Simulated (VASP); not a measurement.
```
ZnF2
1.0
    4.63968     0.00000     0.00000
    0.00000     4.63968     0.00000
    0.00000     0.00000     3.09383
Zn F
2 4
Cartesian
  4.63968   4.63968   0.00000
  2.31984   2.31984   1.54691
  1.40686   1.40686   0.00000
  3.72670   0.91298   1.54691
  0.91298   3.72670   1.54691
  3.23282   3.23282   3.09383
```

Method: LDA (Ceperley-Alder, Perdew-Zunger), VASP's LDA PAW potentials (set 64) (plane waves; VASP 6.6.1). Settings: 520 eV cut-off, 6×6×8 Γ-centred mesh, tetrahedra with Blöchl corrections, potentials Zn F.

**Question.** Predict the energy per atom (σ→0), band gap (on the k-mesh) with the smallest direct gap where there is one.

**Answer.** 
| Property | Value |
|---|---|
| band gap (on the k-mesh) | 3.39 eV |
| smallest direct gap (on the k-mesh) | 3.39 eV |
| energy per atom (σ→0) | -4.506 eV/atom |

The absolute energy has meaning only against runs of the same code, potentials and settings.

The compound is ZnF2 in the rutile structure. It was relaxed first.
